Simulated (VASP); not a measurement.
Consider the following.

```yaml
crystal:
  lattice:
    - [1.85887, -3.21966, 0.00000]
    - [1.85887, 3.21966, 0.00000]
    - [0.00000, 0.00000, 14.88639]
  atoms:
    - { symbol: Te, position: [0.33333, 0.66667, 0.87282] }
    - { symbol: Te, position: [0.66667, 0.33333, 0.37282] }
    - { symbol: Te, position: [0.66667, 0.33333, 0.12718] }
    - { symbol: Te, position: [0.33333, 0.66667, 0.62718] }
    - { symbol: Mo, position: [0.33333, 0.66667, 0.25000] }
    - { symbol: Mo, position: [0.66667, 0.33333, 0.75000] }
```

The numbers are results of vdW-DF2, VASP's PBE PAW potentials (set 64) (plane waves; VASP), not measurements. Numerical set-up: 520 eV cut-off, 8×8×2 Γ-centred mesh, tetrahedra with Blöchl corrections, potentials Te Mo_sv.

The cores are frozen, which limits the accuracy of field gradients.

Give the principal components of the electric field gradient (V/Å²) and the asymmetry η at each nucleus.

```csv
atom,Vxx,Vyy,Vzz,η
Te1,76.4,76.3,-152.7,0.00
Te2,76.4,76.3,-152.7,0.00
Te3,76.4,76.3,-152.7,0.00
Te4,76.4,76.3,-152.7,0.00
Mo5,38.9,38.9,-77.9,0.00
Mo6,38.9,38.9,-77.9,0.00
```

The compound is MoTe2 in the 2H layered structure. It was relaxed first, which changed the volume by +19 %.
